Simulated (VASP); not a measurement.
Consider the following.

```yaml
crystal:
  lattice:
    - [1.91000, -3.30822, 0.00000]
    - [1.91000, 3.30822, 0.00000]
    - [0.00000, 0.00000, 6.26000]
  atoms:
    - { symbol: Zn, position: [0.66667, 0.33333, 0.50000] }
    - { symbol: Zn, position: [0.33333, 0.66667, 0.00000] }
    - { symbol: S, position: [0.66667, 0.33333, 0.87500] }
    - { symbol: S, position: [0.33333, 0.66667, 0.37500] }
```

Computed with PBE GGA + U (Dudarev), VASP's PBE PAW potentials (set 64) (plane waves; VASP). Numerical set-up: 400 eV cut-off, 6×6×3 Γ-centred mesh, Gaussian smearing of 0.050 eV, potentials Zn S, U − J: Zn 1.00 eV.

### Question
Give the stress tensor in GPa (positive for a compressed cell).

### Answer

```
1.18  0.00  0.00
0.00  1.18  0.00
0.00  0.00  1.15
```
The pressure is its mean diagonal, 1.17 GPa.

The compound is ZnS in the wurtzite structure, the high-temperature form. The cell was not relaxed at this level. The run is one of a series of settings (LDAU = .TRUE., LDAUJ = 0 0, LDAUL = 2 -1, LDAUTYPE = 2, LDAUU = 1.0 0 against the base run), some of them coarse on purpose.
